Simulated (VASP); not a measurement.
```
HgTl
1.0
    3.68867     0.00000     0.00000
    0.00000     3.68867     0.00000
    0.00000     0.00000     3.68867
Tl Hg
1 1
Direct
  0.50000   0.50000   0.50000
  0.00000   0.00000   0.00000
```

Calculation: LDA (Ceperley-Alder, Perdew-Zunger), VASP's LDA PAW potentials (set 64) (plane waves; VASP 6.6.1). Run with 400 eV cut-off, 9×9×9 Γ-centred mesh, first-order Methfessel-Paxton smearing of 0.10 eV, potentials Tl_d Hg.

Unless said otherwise, spin-orbit coupling is left out, though it shifts the bands of the heavy elements here.

Predict the energy per atom (σ→0), band gap (on the k-mesh) with the smallest direct gap where there is one.

```
Quantity                                                    Result
------------------------  ----------------------------------------
band gap (on the k-mesh)  none (metal, semimetal or under 0.01 eV)
energy per atom (σ→0)                               -1.960 eV/atom
```

Only differences to runs with the same potentials and settings are physical.

The structure comes from a computed database's TlHg entry (Pm-3m); how it stands against other phases isn't given here. It was relaxed first, which changed the volume by -12 %. The start is the result of an earlier pass. The electron count is odd and the run is not spin-polarised, which forces a metal.
